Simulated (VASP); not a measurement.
Here is the system:

```
Mg2Si
1.0
    0.00000     3.17980     3.17980
    3.17980     0.00000     3.17980
    3.17980     3.17980     0.00000
Mg Si
2 1
Direct
  0.25000   0.25000   0.25000
  0.75000   0.75000   0.75000
  0.00000   0.00000   0.00000
```

Level of theory: PBE GGA, VASP's PBE PAW potentials (set 64) (plane waves; VASP). Settings: 520 eV cut-off, 4×4×4 Γ-centred mesh, Gaussian smearing of 0.050 eV, potentials Mg Si.

What does the run give for the energy per atom (σ→0), band gap (on the k-mesh) with the smallest direct gap where there is one?

The band gap (on the k-mesh) is 0.18 eV and the smallest direct gap (on the k-mesh) is 1.85 eV. The energy per atom (σ→0) is -2.919 eV/atom.

Only differences to runs with the same potentials and settings are physical.

The compound is Mg2Si in the antifluorite structure. It was relaxed first. The k-mesh is coarse (spacing up to 0.43 per Å, 2π included), so the numbers may not be converged in it.
